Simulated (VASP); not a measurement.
Calculation: PBEsol GGA, VASP's PBE PAW potentials (set 64) (plane waves; VASP).

Input for VASP

POSCAR:
```
KI
4.9640610
  0.0000000000   0.7071067828   0.7071067828
  0.7071067828   0.0000000000   0.7071067828
  0.7071067828   0.7071067828   0.0000000000
K I
1 1
direct
  0.0000000000   0.0000000000   0.0000000000
  0.5000000000   0.5000000000   0.5000000000
```

### INCAR
```
LWAVE = .FALSE.
LREAL = .FALSE.   ! projection in real space or not
ENCUT = 400
LASPH = .TRUE.
EDIFF = 1E-7   ! SCF stop (eV)
LCHARG = .TRUE.
ISIF = 2
NEDOS = 601   ! DOS grid
GGA = PS
LORBIT = 11
LMAXMIX = 4   ! l cut-off of mixed one-centre charges
SYSTEM = KI
PREC = Accurate
NELM = 100   ! most electronic steps
ALGO = Normal
ISMEAR = -5
```

**KPOINTS**
```
Automatic mesh
0
Gamma
7 7 7
0 0 0
```

POTCAR, in this order: K_sv I (PBE.64 set). Program: vasp_std.

The resulting files:

**OSZICAR**
```
       N       E                     dE             d eps       ncg     rms          rms(c)
DAV:   1     0.814147587941E+02    0.81415E+02   -0.57856E+03   480   0.928E+02
DAV:   2    -0.105906279489E+01   -0.82474E+02   -0.77604E+02   588   0.225E+02
DAV:   3    -0.566413382442E+01   -0.46051E+01   -0.45879E+01   616   0.502E+01
DAV:   4    -0.589825741868E+01   -0.23412E+00   -0.23387E+00   872   0.992E+00
DAV:   5    -0.589910129862E+01   -0.84388E-03   -0.84387E-03   624   0.705E-01    0.307E+00
DAV:   6    -0.581884083237E+01    0.80260E-01   -0.11067E-01   588   0.243E+00    0.221E+00
DAV:   7    -0.581201273756E+01    0.68281E-02   -0.12329E-01   596   0.218E+00    0.874E-01
DAV:   8    -0.581599465823E+01   -0.39819E-02   -0.15985E-02   596   0.106E+00    0.234E-01
DAV:   9    -0.581588458128E+01    0.11008E-03   -0.58829E-04   632   0.167E-01    0.100E-01
DAV:  10    -0.581617406130E+01   -0.28948E-03   -0.47967E-04   572   0.127E-01    0.856E-02
DAV:  11    -0.581617398191E+01    0.79390E-07   -0.59243E-05   616   0.486E-02    0.129E-02
DAV:  12    -0.581617471361E+01   -0.73171E-06   -0.43126E-06   616   0.207E-02    0.121E-02
DAV:  13    -0.581617544400E+01   -0.73038E-06   -0.86391E-07   596   0.825E-03    0.387E-03
DAV:  14    -0.581617559466E+01   -0.15066E-06   -0.17673E-07   560   0.333E-03    0.554E-04
DAV:  15    -0.581617558867E+01    0.59867E-08   -0.93460E-09   388   0.893E-04
   1 F= -.58161756E+01 E0= -.58161756E+01  d E =0.000000E+00
```

### OUTCAR
```
------------------------ aborting loop because EDIFF is reached ----------------------------------------
  FORCE on cell =-STRESS in cart. coord.  units (eV):
  Direction    XX          YY          ZZ          XY          YZ          ZX
  --------------------------------------------------------------------------------------
  Total       -0.0166665     -0.0166665     -0.0166665      0.0000000     -0.0000000      0.0000000
  in kB       -0.3087161     -0.3087161     -0.3087161      0.0000000     -0.0000000      0.0000000
  external PRESSURE =      -0.3087161 kB  Pullay stress =       0.0000000 kB
  volume of cell :       86.50
      direct lattice vectors                 reciprocal lattice vectors
     0.000000000  3.510121203  3.510121203    -0.142445224  0.142445224  0.142445224
     3.510121203  0.000000000  3.510121203     0.142445224 -0.142445224  0.142445224
     3.510121203  3.510121203  0.000000000     0.142445224  0.142445224 -0.142445224
  FREE ENERGIE OF THE ION-ELECTRON SYSTEM (eV)
  ---------------------------------------------------
  free  energy   TOTEN  =        -5.8161755887 eV

  energy  without entropy=       -5.8161755887  energy(sigma->0) =       -5.81617559

 total charge

# of ion       s       p       d       tot
------------------------------------------
    1        1.957   5.564   0.024   7.544
    2        1.491   2.843   0.001   4.335
--------------------------------------------------
tot          3.448   8.407   0.025  11.880
```
(Selected blocks of OUTCAR.)

The compound is KI in the rock salt structure. It was relaxed first.
